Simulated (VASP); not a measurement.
An input for Quantum ESPRESSO's pw.x (written as the equivalent of a VASP run, and not itself run):

```
&CONTROL
  calculation = 'vc-relax'
  pseudo_dir = './pseudo'
  outdir = './out'
  tprnfor = .true.
  tstress = .true.
  nstep = 30
  forc_conv_thr = 0.00039
/
&SYSTEM
  ibrav = 0
  nat = 2
  ntyp = 1
  ecutwfc = 72
  occupations = 'smearing'
  smearing = 'methfessel-paxton'
  degauss = 0.00735
  input_dft = 'vdw-df2'
/
&ELECTRONS
  conv_thr = 7.3e-09
  electron_maxstep = 100
/
&IONS
/
&CELL
  cell_dofree = 'shape'
/
ATOMIC_SPECIES
  Sn 118.710 Sn.upf
CELL_PARAMETERS angstrom
    -3.1505014    3.1505014    1.6988492
     3.1505014   -3.1505014    1.6988492
     3.1505014    3.1505014   -1.6988492
ATOMIC_POSITIONS crystal
  Sn   0.2500000  0.7500000  0.5000000
  Sn   0.0000000  0.0000000  0.0000000
K_POINTS automatic
  12 12 12 0 0 0
```

Q: Write the VASP files for the same calculation (vdW-DF2).

A: One answer among several that fit: 
File POSCAR:
```
Sn
1
   -3.1505013804     3.1505013804     1.6988492340
    3.1505013804    -3.1505013804     1.6988492340
    3.1505013804     3.1505013804    -1.6988492340
Sn
2
Direct
  0.2500000000   0.7500000000   0.5000000000
  0.0000000000   0.0000000000   0.0000000000
```

### KPOINTS
```
Automatic mesh
0
Gamma
12 12 12
0 0 0
```

**INCAR**
```
! general
SYSTEM    =  Sn
PREC      =  Accurate
ENCUT     =  520   ! plane-wave cut-off (eV)
LREAL     =  F   ! projection in real space or not
LASPH     =  T

! electronic loop
EDIFF     =  1E-7
NELM      =  100   ! most electronic steps
ALGO      =  Normal   ! blocked Davidson
LMAXMIX   =  4   ! l cut-off of mixed one-centre charges

! smearing
ISMEAR    =  1   ! Methfessel-Paxton
SIGMA     =  0.1   ! width (eV)

! functional
GGA       =  ML
LUSE_VDW  =  T
AGGAC     =  0.0
ZAB_VDW   =  -1.8867

! ions
IBRION    =  2   ! conjugate gradients
NSW       =  30   ! most ionic steps
ISIF      =  4   ! ions and shape, fixed volume
EDIFFG    =  -0.01   ! ionic stop

! output
LWAVE     =  F
LCHARG    =  F
```

POTCAR, in this order: Sn_d (PBE.64 set). Program: vasp_std.

The two are equivalent in intent, not identical: the potentials are each code's own (VASP's PAW set, PseudoDojo norm-conserving files in pw.x), so ENCUT and ecutwfc are chosen apart and not converted; conv_thr bounds pw.x's estimated SCF error, while EDIFF bounds the energy change between steps; forc_conv_thr acts on force components and is met together with etot_conv_thr.

The compound is Sn in the beta structure. This cell is one point of a volume scan, at 1.03 of the reference volume. Symmetry was kept, so distortions that lower it aren't found.
